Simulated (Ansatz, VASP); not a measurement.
## Cross-check of Zr (Zirconium) between VASP and Ansatz

One calculation is typed for both programs; each brings its own data sets. How far apart do they land? The cell is taken from a series of runs on this material, whose earlier steps may have relaxed, scaled, displaced or heated it; both programs get it as it stands.

Main program and level: Ansatz 0.2.0; plane waves, with VASP 6.6.1 beside it; zone-centre phonons at PBE with D3(BJ).

## 1. The structure

The structure is hexagonal, space group P6_3/mmc (No. 194). Conventional cell: a = 3.185 Å, b = 3.185 Å, c = 5.110 Å, α = 90.00°, β = 90.00°, γ = 120.00°. Nearest to Zr lie 12 Zr at 3.15 to 3.19 Å.

As a file:

```
Zr
1.0
     3.18532    0.00000    0.00000
    -1.59266    2.75857    0.00000
     0.00000    0.00000    5.11034
Zr
2
Direct
  0.33333 0.66667 0.25000
  0.66667 0.33333 0.75000
```

## 2. VASP: zone-centre phonons, PBE with D3(BJ)

Second derivatives magnify differences that forces hide, and they need a tight electronic threshold.

Lines of VASP's logs that name or quote its potential files are left out, and so is its time.

INCAR

```
SYSTEM = Zr
PREC = Accurate
ENCUT = 500
EDIFF = 1E-08
NELM = 120
ISMEAR = 1
SIGMA = 0.2
LREAL = .FALSE.
ALGO = Normal
GGA = PE
IVDW = 12
NBANDS = 18
LASPH = .TRUE.
LORBIT = 11
LWAVE = .FALSE.
LCHARG = .FALSE.
ISIF = 2
IBRION = 6
NFREE = 2
POTIM = 0.015
NSW = 1
GGA_COMPAT = .FALSE.
KPAR = 2
```

POSCAR

```
Zr
1.0
    3.1853172225      0.0000000000      0.0000000000
   -1.5926586112      2.7585656338      0.0000000000
    0.0000000000      0.0000000000      5.1103378999
Zr
2
Direct
    0.3333333334      0.6666666668      0.2500000000
    0.6666666668      0.3333333334      0.7500000000
```

KPOINTS

```
Automatic mesh
0
Gamma
18 18 10
0 0 0
```

PAW data sets: Zr_sv (PBE family, release 64).

Run with:

```
$ mpirun -np 2 vasp_std
```

Numbers of over 12 decimals in the logs are rounded to 6 here.

The log of the run:

```text
[banner, memory and clock lines left out]
running    2 mpi-ranks, on    1 nodes
 distrk:  each k-point on    1 cores,    2 groups
 distr:  one band on    1 cores,    1 groups

 POSCAR found type information on POSCAR Zr
 POSCAR found :  1 types and       2 ions
 LDA part: xc-table for (Slater+PW92), standard interpolation
 POSCAR, INCAR and KPOINTS ok, starting setup
 FFT: planning ... GRIDC
 FFT: planning ... GRID_SOFT
 FFT: planning ... GRID
 WAVECAR not read
 entering main loop
       N       E                     dE             d eps       ncg     rms          rms(c)
DAV:   1     0.209965238023E+03    0.20997E+03   -0.13191E+04  7992   0.129E+03
DAV:   2    -0.198651921233E+01   -0.21195E+03   -0.20864E+03  9374   0.376E+02
DAV:   3    -0.172910752923E+02   -0.15305E+02   -0.15159E+02 14474   0.729E+01
DAV:   4    -0.176643910528E+02   -0.37332E+00   -0.37289E+00  9390   0.119E+01
DAV:   5    -0.176763323562E+02   -0.11941E-01   -0.11938E-01 11994   0.145E+00    0.153E+01
DAV:   6    -0.171157111695E+02    0.56062E+00   -0.88333E-01  8680   0.758E+00    0.618E+00
DAV:   7    -0.170094876192E+02    0.10622E+00   -0.59899E-01 11526   0.543E+00    0.113E+00
DAV:   8    -0.170158276656E+02   -0.63400E-02   -0.37896E-02 10452   0.155E+00    0.267E-01
DAV:   9    -0.170160344661E+02   -0.20680E-03   -0.15118E-03 10134   0.372E-01    0.316E-02
DAV:  10    -0.170159955242E+02    0.38942E-04   -0.41730E-05 11092   0.413E-02    0.218E-02
DAV:  11    -0.170159971095E+02   -0.15853E-05   -0.92200E-06  8916   0.349E-02    0.259E-03
DAV:  12    -0.170159970804E+02    0.29129E-07   -0.35164E-07 11516   0.394E-03    0.240E-03
DAV:  13    -0.170159968066E+02    0.27378E-06   -0.38044E-08  7982   0.166E-03    0.868E-04
DAV:  14    -0.170159967398E+02    0.66752E-07   -0.78063E-09  4994   0.109E-03    0.193E-04
DAV:  15    -0.170159967317E+02    0.81282E-08   -0.86393E-10  4750   0.287E-04
   1 F= -.18113337E+02 E0= -.18113834E+02  d E =0.149326E-02
[...]
2 F= -.18113243E+02 E0= -.18113735E+02  d E =0.147634E-02
[...]
3 F= -.18113243E+02 E0= -.18113735E+02  d E =0.147634E-02
[...]
4 F= -.18112805E+02 E0= -.18113319E+02  d E =0.154161E-02
 Finite differences progress:
  Degree of freedom:   2/  2
  Displacement:        1/  2
  Total:               3/  4
 bond charge predicted
       N       E                     dE             d eps       ncg     rms          rms(c)
DAV:   1    -0.170106266864E+02    0.48407E-02   -0.28648E+00 11880   0.175E+01    0.220E-01
DAV:   2    -0.170155467143E+02   -0.49200E-02   -0.60929E-02 12274   0.244E+00    0.115E-01
DAV:   3    -0.170154936408E+02    0.53073E-04   -0.10343E-03 19364   0.225E-01    0.514E-02
DAV:   4    -0.170154687646E+02    0.24876E-04   -0.59460E-05 13356   0.615E-02    0.808E-03
DAV:   5    -0.170154677468E+02    0.10179E-05   -0.51503E-06 16284   0.161E-02    0.295E-03
DAV:   6    -0.170154674089E+02    0.33785E-06   -0.55792E-07 14378   0.862E-03    0.849E-04
DAV:   7    -0.170154673889E+02    0.20015E-07   -0.52460E-08 14046   0.217E-03    0.371E-04
DAV:   8    -0.170154674007E+02   -0.11788E-07   -0.11359E-08  7314   0.120E-03    0.448E-05
DAV:   9    -0.170154674003E+02    0.37608E-09   -0.20004E-09  6786   0.354E-04
   5 F= -.18112805E+02 E0= -.18113319E+02  d E =0.154161E-02
 Finite differences progress:
  Degree of freedom:   2/  2
  Displacement:        2/  2
  Total:               4/  4
```

Parts of OUTCAR (step 2):

```text
ion  position               nearest neighbor table
   1  0.333  0.667  0.250-   2 3.15   2 3.15   2 3.15   2 3.15   2 3.15   2 3.15
   2  0.667  0.333  0.750-   1 3.15   1 3.15   1 3.15   1 3.15   1 3.15   1 3.15

  LATTYP: Found a hexagonal cell.
 ALAT       =     3.1853172225
 C/A-ratio  =     1.6043419047

 Subroutine GETGRP returns: Found 24 space group operations
 (whereof 12 operations were pure point group operations)

The static configuration has the point symmetry D_3d.
 The point group associated with its full space group is D_6h.

 Found    222 irreducible k-points:

   k-points           NKPTS =    222   k-points in BZ     NKDIM =    222   number of bands    NBANDS=     18

   dimension x,y,z NGX =    24 NGY =   24 NGZ =   40
   dimension x,y,z NGXF=    48 NGYF=   48 NGZF=   80

   ENCUT  =  500.0 eV  36.75 Ry    6.06 a.u.   5.81  5.81  9.32*2*pi/ulx,y,z

   NELECT =      24.0000    total number of electrons

 k-points in reciprocal lattice and weights: Automatic mesh
   0.00000000  0.00000000  0.00000000       0.000
   0.05555556  0.00000000  0.00000000       0.002
   0.11111111  0.00000000  0.00000000       0.002
   0.16666667  0.00000000  0.00000000       0.002
   0.22222222 -0.00000000  0.00000000       0.002
   0.27777778  0.00000000  0.00000000       0.002
   0.33333333  0.00000000  0.00000000       0.002
   0.38888889  0.00000000  0.00000000       0.002
   0.44444444 -0.00000000  0.00000000       0.002
[...]
0.33333333  0.27777778  0.50000000       0.004
   0.33333333  0.33333333  0.50000000       0.001

 Edisp (eV)   -1.09734

 average (electrostatic) potential at core
       1 -74.1017       2 -74.1017

 E-fermi :   9.4162

 k-point     1 :       0.0000    0.0000    0.0000
  band No.  band energies     occupation
    ...
      6     -16.8336      2.00000
      7     -16.8207      2.00000
      8     -16.8207      2.00000
      9       3.6850      2.00000
     10       6.2705      2.00000
     11      10.2839     -0.00000
     12      10.2839     -0.00000
     13      10.3614     -0.00000
     14      10.6654     -0.00000
     15      10.9943     -0.00000
    ...

 k-point     2 :       0.0556    0.0000    0.0000
  band No.  band energies     occupation
    ...
      6     -16.8460      2.00000
      7     -16.8379      2.00000
      8     -16.8239      2.00000
      9       3.7764      2.00000
     10       6.3553      2.00000
     11       9.9929     -0.00035
     12      10.3685     -0.00000
     13      10.4616     -0.00000
     14      10.6097     -0.00000
     15      10.9120     -0.00000
    ...

 k-point     3 :       0.1111    0.0000    0.0000
  band No.  band energies     occupation
    ...
      6     -16.9179      2.00000
      7     -16.8510      2.00000
      8     -16.8334      2.00000
      9       4.0424      2.00000
     10       6.5937      2.00000
     11       9.6049     -0.03648
     12       9.9729     -0.00059
     13      10.6196     -0.00000
     14      10.6599     -0.00000
     15      10.9165     -0.00000
    ...

 Edisp (eV)   -1.09734

  Total       0.00442     0.00442     0.00328     0.00000     0.00000    -0.00000
  in kB       0.15754     0.15754     0.11686     0.00000     0.00000    -0.00000
  external pressure =        0.14 kB  Pullay stress =        0.00 kB

  energy-cutoff  :      500.00
  volume of cell :       44.90
      direct lattice vectors                 reciprocal lattice vectors
     3.185317223  0.000000000  0.000000000     0.313940474  0.181253617  0.000000000
    -1.592658611  2.758565634  0.000000000     0.000000000  0.362507235  0.000000000
     0.000000000  0.000000000  5.110337900     0.000000000  0.000000000  0.195681777

 POSITION                                       TOTAL-FORCE (eV/Angst)
 -----------------------------------------------------------------------------------
      0.00000      1.83904      1.26258         0.000000      0.000000      0.071115
      1.59266      0.91952      3.83275        -0.000000     -0.000000     -0.071115
 -----------------------------------------------------------------------------------
    total drift:                               -0.000001     -0.000001     -0.000137

  FREE ENERGIE OF THE ION-ELECTRON SYSTEM (eV)
  ---------------------------------------------------
  free  energy   TOTEN  =       -18.1128050221 eV

  energy  without entropy=      -18.1143466292  energy(sigma->0) =      -18.11331889

 Eigenvectors and eigenvalues of the dynamical matrix
 ----------------------------------------------------

   1 f  =    5.040178 THz    31.668373 2PiTHz  168.122247 cm-1    20.844493 meV
             X         Y         Z           dx          dy          dz
      0.000000  1.839044  1.277584     0.000000    0.000000    0.707107
      1.592659  0.919522  3.832753    -0.000000    0.000000   -0.707107

   2 f  =    2.110123 THz    13.258292 2PiTHz   70.386118 cm-1     8.726763 meV
             X         Y         Z           dx          dy          dz
      0.000000  1.839044  1.277584     0.485253    0.514324    0.000000
      1.592659  0.919522  3.832753    -0.485253   -0.514324    0.000000

   3 f  =    2.110123 THz    13.258292 2PiTHz   70.386118 cm-1     8.726763 meV
             X         Y         Z           dx          dy          dz
      0.000000  1.839044  1.277584     0.514324   -0.485253   -0.000000
      1.592659  0.919522  3.832753    -0.514324    0.485253   -0.000000

   4 f  =    0.000000 THz     0.000000 2PiTHz    0.000001 cm-1     0.000000 meV
             X         Y         Z           dx          dy          dz
      0.000000  1.839044  1.277584     0.000584   -0.653282    0.270597
      1.592659  0.919522  3.832753     0.000584   -0.653282    0.270597

   5 f  =    0.000000 THz     0.000000 2PiTHz    0.000001 cm-1     0.000000 meV
             X         Y         Z           dx          dy          dz
      0.000000  1.839044  1.277584     0.000508   -0.270596   -0.653282
      1.592659  0.919522  3.832753     0.000508   -0.270596   -0.653282

   6 f/i=    0.000000 THz     0.000000 2PiTHz    0.000001 cm-1     0.000000 meV
             X         Y         Z           dx          dy          dz
      0.000000  1.839044  1.277584     0.707106    0.000734    0.000246
      1.592659  0.919522  3.832753     0.707106    0.000734    0.000246

 ELASTIC MODULI CONTR FROM IONIC RELAXATION (kBar)
 Direction    XX          YY          ZZ          XY          YZ          ZX
 --------------------------------------------------------------------------------
 XX        -140.8403    140.8403     -0.0000     -0.0000      0.0000     -0.0000
 YY         140.8403   -140.8403      0.0000     -0.0000      0.0000     -0.0000
 ZZ          -0.0000      0.0000     -0.0000      0.0000      0.0000      0.0000
 XY          -0.0000     -0.0000      0.0000   -140.8403      0.0000      0.0000
 YZ           0.0000      0.0000      0.0000      0.0000      0.0000      0.0000
 ZX          -0.0000     -0.0000      0.0000      0.0000      0.0000     -0.0000
 --------------------------------------------------------------------------------

 total charge
# of ion       s       p       d       tot
------------------------------------------
    1        2.239   5.961   1.665   9.865
    2        2.239   5.961   1.665   9.865
--------------------------------------------------
tot          4.478  11.922   3.329  19.730

[... 3 further parts left out ...]
```

CONTCAR:

```
Zr
   1.00000000000000
     3.1853172225000002    0.0000000000000000    0.0000000000000000
    -1.5926586112000001    2.7585656338000000    0.0000000000000000
     0.0000000000000000    0.0000000000000000    5.1103378999000002
  Zr
     2
Direct
     0.3333333333999988    0.6666666667999976    0.2470647733488830
     0.6666666667999976    0.3333333333999988    0.7500000000000000
```

Levels, forces or a CONTCAR printed for this step are those of its last displaced cell, not of the structure at rest.

## 3. Ansatz: zone-centre phonons, PBE with D3(BJ)

Ansatz runs on its PAW soft_1 files.

The same cell, functional, mesh and smearing now go to Ansatz, which takes its cutoff from its data sets.

input.yaml

```yaml
crystal:
  lattice:
    - [3.1853172225, 0.0, 0.0]
    - [-1.5926586112, 2.7585656338, 0.0]
    - [0.0, 0.0, 5.1103378999]
  atoms:
    - { symbol: Zr, position: [0.3333333333, 0.6666666667, 0.25] }
    - { symbol: Zr, position: [0.6666666667, 0.3333333333, 0.75] }
kpoints:
  mp_grid: { grid: [18, 18, 10] }
hamiltonian:
  xc: pbe
  dispersion: d3bj
  pseudopotentials: { kind: paw, azcp: { folder: soft_1 } }
scf:
  occupations: { method: methfessel_paxton, width: 0.2 }
output:
  eigenvalues: true
phonons:
  method: dfpt
```

Run with:

```
$ ansatz run input.yaml --threads 8 --pin off --max-ram 15360MiB --backend cpu --events-out ev --progress --plain --runs-dir out
```

The log of the run:

```text
zone centre: on kpoints.mp_grid the ground state, and the responses unless they are solved on pairs of k-points, stand on 546 of the mesh's 3240 k-points, reduced under 4 symmetry operations, with k and −k counted as one. Each operation leaves every solved displacement unchanged or reverses it
Engine: ansatz 0.2.0, aarch64-unknown-linux-gnu
Pseudopotentials: kind: paw
Pseudopotential: Zr, paw, valence charge 12, recommended cutoff 420 eV (normal), soft_1/Zr.paw.azcp
Functional definition: PBE
  parameter kappa = 0.804
  parameter beta = 0.066725
  exchange = pbe_x(kappa = kappa, mu = beta*pi^2/3)
  correlation = pbe_c(beta = beta)
Crystal: 2 atoms, lattice volume = 44.904 Å³
Basis set: ecut = 420 eV, 857 PW (Γ), exchange–correlation on 48×48×72 points (8 copies of the dense FFT grid, shifted against one another)
Bands: 16, of which v1, the nominal top of the filled ones, is band 12 counted from 1 (11 counted from 0)
Symmetry: 24 space group operations
k-points: 546 of 3240 (irreducible under 4 space group operations, time reversal used)
Non-local potential: Zr, projectors of the file, l = 0: 3, l = 1: 2, l = 2: 2, l = 3: 1
PAW form: soft (Blöchl's): semilocal exchange-correlation on the pseudo side does not see the compensation charge
PAW one-centre angular grid: Zr, 590 points (default); XC on 64 Gauss nodes
Initial density: superposition of atomic densities (chi_scale 0.1, normalization cell)
Initial wavefunctions: pseudopotential atomic-orbital guess
Functional: x = pbe(κ = 0.804, μ = 0.219515), c = pbe(β = 0.066725)
SCF iter   1: F=—  HF=-8368.954692 eV  |F-HF|=—  |Δ(HF+E_count)|=         —  Δρ=2.91e-2  dr2=4.77e-1  ethr=3.10e-3  ⟨swp⟩=5.1  Hψ=80270  notcnv=0
automatic band count: the SCF goes on with 20 bands, as 16 were too few: they end inside the smearing window of the response
preconditioner: auto → none  [metal: Δε(μ)=0.015 eV  Ē_g=5.279 eV  σ=0.200 eV  W_gap=0.06  n_scr=8 (ndim 8)  ℏωp=15.7 eV  f_vac=0.000  D(μ)=1.87/eV (n_scr^D=22)  sad-step TF]
SCF iter   2: F=—  HF=-8368.853163 eV  |F-HF|=—  |Δ(HF+E_count)|=   1.02e-1  S|Δr|=    0.00e0  Δρ=1.87e-2  dr2=1.93e-1  ethr=1.99e-3  ⟨swp⟩=1.1  Hψ=15363  notcnv=0
SCF iter   3: F=—  HF=-8368.794868 eV  |F-HF|=—  |Δ(HF+E_count)|=   5.83e-2  S|Δr|=    0.00e0  Δρ=9.94e-4  dr2=4.30e-4  ethr=8.04e-4  ⟨swp⟩=3.0  Hψ=19959  notcnv=0
SCF iter   4: F=—  HF=-8368.794829 eV  |F-HF|=—  |Δ(HF+E_count)|=   3.92e-5  S|Δr|=    0.00e0  Δρ=1.76e-4  dr2=4.29e-6  ethr=1.79e-6  ⟨swp⟩=2.1  Hψ=16483  notcnv=0
SCF iter   5: F=—  HF=-8368.794832 eV  |F-HF|=—  |Δ(HF+E_count)|=   2.93e-6  S|Δr|=    0.00e0  Δρ=2.67e-5  dr2=1.11e-7  ethr=1.79e-8  ⟨swp⟩=2.0  Hψ=16633  notcnv=0
SCF iter   6: F=—  HF=-8368.794831 eV  |F-HF|=—  |Δ(HF+E_count)|=   3.07e-7  S|Δr|=    0.00e0  Δρ=3.72e-6  dr2=5.00e-9  ethr=4.63e-10  ⟨swp⟩=2.0  Hψ=16880  notcnv=0  defer=274
SCF iter   7: F=—  HF=-8368.794831 eV  |F-HF|=—  |Δ(HF+E_count)|=   1.04e-9  S|Δr|=    0.00e0  Δρ=7.56e-7  dr2=1.12e-10  ethr=2.08e-11  ⟨swp⟩=2.4  Hψ=16761  notcnv=0  defer=274
SCF iter   8: F=-8368.794831 eV  HF=-8368.794831 eV  |F-HF|=0.00e0  |Δ(HF+E_count)|=  2.55e-11  S|Δr|=    0.00e0  Δρ=6.08e-8  dr2=7.10e-13  ethr=1.00e-12  ⟨swp⟩=9.9  Hψ=50144  notcnv=0
SCF 1 converged in 8 iterations: F = -8368.794831 eV  dr2 = 7.10e-13
  greatest PAW one-centre occupation: 0.997 electrons in one spin orbital (limit 2), on the Zr atom at site 1 (counted from 0), in its partial waves of l = 0
DFPT response loops at Γ: preconditioner auto → Kerker (q_TF=auto, 2.458 Å⁻¹) (partly filled bands, converged f_vac=0.000); β = 1.00, the filter's whole step (`scf.mixing.beta` (0.50) is not read by the response loops under this deck's `scf.mixing.preconditioner`; to damp them name `kerker` or `kerker_dos`, under which they read `scf.mixing.beta`, and type it under 1.00, their step now; both keys bind the ground state too); Broyden in place of MSR1
SCF converged after 8 iterations
Stability not checked: this state was not tested for a lower state beside it, because cold or Methfessel-Paxton smearing, or corrected tetrahedra, fill the levels in a way that the test cannot read (fill_not_monotonic; see scf.lower_state_search)
Free energy (F): -8368.794831 eV
Harris-Foulkes:  -8368.794831 eV  (|F-HF|=0.00e0)
Internal energy: -8368.796314 eV  (E = F + TS)
E sigma→0 (E₀):  -8368.795202 eV
Entropy (-TS):   0.001483 eV (0.741 meV/atom)
Fermi energy:    14.584408 eV
--- Per-component energies (eV) ---
  E_band       = -179.191135
  E_kinetic    = 633.312428
  E_local      = -1173.999942  (includes V_loc(G=0)·N_el)
  E_nonlocal   = 150.567336
  E_hartree    = 382.901069
  E_xc         = -309.802767
  E_vxc        = -366.184313  (∫ρ·V_xc dr)
  E_paw        = -5927.940767  (= ΣΔE_a)
  E_vpaw       = -188.688736  (= ΣTr[D̂ρ^β])
  E_aug_tail   = -0.000050  (compensation charges beyond the density's cutoff)
  E_ewald      = -2122.735884
  E_disp       = -1.097737  (pairwise vdW)
  E_smearing   = 0.001483  (= −TS)
  E_closure    = 0.000000  (closes the sum)
  Σ components = -8368.794831   (vs F -8368.794831, Δ=0.00e0)
--- Band table (eV; the first three rows and the last of 546) ---
  k-point 0: bands = [... 8 lower, 8.8643, 11.4434, 15.4513, 15.4513, 15.5343, 15.8295, 16.1630, 16.1630, ... 4 higher]
  k-point 1: bands = [... 8 lower, 8.9511, 11.4424, 15.4053, 15.4053, 15.4671, 15.6627, 16.0976, 16.0976, ... 4 higher]
  k-point 2: bands = [... 8 lower, 9.2035, 11.4180, 15.2610, 15.2811, 15.3197, 15.3197, 15.9301, 15.9301, ... 4 higher]
  k-point 545: bands = [... 8 lower, 12.3389, 12.3389, 13.8932, 13.8932, 14.5716, 14.5716, 16.4720, 16.4720, ... 4 higher]
--- Phonons (Γ-DFPT): 2 representative perturbations + reference, on 546 of 3240 k-points (Σ response iterations 6) ---
  k mesh reduced under 4 symmetry operations, with k and −k counted as one. Each operation leaves every solved displacement unchanged or reverses it
  ASR residual: 5.468e-5 → 0.000e0 eV/Å²; symmetrization residual: 2.560e-10 eV/Å²
  pairwise dispersion correction: d3bj (s6 = 1.0, s8 = 0.7875, a1 = 0.4289, a2_bohr = 4.4407), with the weights of each atom's references fixed at the reference crystal's, and the forces and stress that the weights' published response gives there kept as a pressure on the atom's counted neighbours (hamiltonian.dispersion)
  ASR residual per site (eV/Å²): 5.47e-5 5.47e-5
  Γ frequencies (cm⁻¹): 0.00 0.00 0.00 69.99 69.99 167.69
  non-analytic LO–TO correction: not included (Born effective charges unavailable; polar crystals: no LO–TO splitting at Γ)
```

## 4. Differences

Known differences besides the potentials themselves: the cutoff is 420 eV in Ansatz and 500 eV in VASP; Ansatz takes the dispersion share of the force constants at frozen C6 weights, VASP differentiates the full forces; VASP uses finite displacements, Ansatz perturbation theory. Total energies have different zeros and are not compared.

The two programs side by side:

```csv
quantity,Ansatz,VASP,difference
optical mode 1 to 2 (cm⁻¹),70.0,70.4,-0.56 %
optical mode 3 (cm⁻¹),167.7,168.1,-0.26 %
```

Modes are paired by rising frequency, not by their patterns, so a pair may set unlike modes beside each other; they are those without the splitting of longitudinal modes.

## 5. Outcome

| Property | Result |
| --- | --- |
| r.m.s. difference of the optical zone-centre modes, each program's sorted by frequency (zone-centre phonons, PBE with D3(BJ)) | 0.41 cm⁻¹ |
| difference in optical mode 1 to 2 (zone-centre phonons, PBE with D3(BJ)) | -0.6 % |

In words: The r.m.s. difference of the optical zone-centre modes, each program's sorted by frequency is 0.41 cm⁻¹ (zone-centre phonons, PBE with D3(BJ)). Among the rows given in per cent, the largest difference of the zone-centre phonons, PBE with D3(BJ) pair is in optical mode 1 to 2, -0.6 %. 1 further run of this series is not shown here. Such differences can come from data sets, numerical settings and the points named under the comparisons, not from the functional's error against experiment.

[Lines on the potential files, build, host, timing and source positions are cut from VASP's logs without a mark.]

[Logs are printed without paths, hosts, clocks, repeated set-up lines and the standing remarks that a program may print on its own settings, such as how far it seeks lower states.]

[Hosts, paths, dates, database ids (printed as entryN), source tags and the programs' standing remarks are cut or masked in the printed files.]
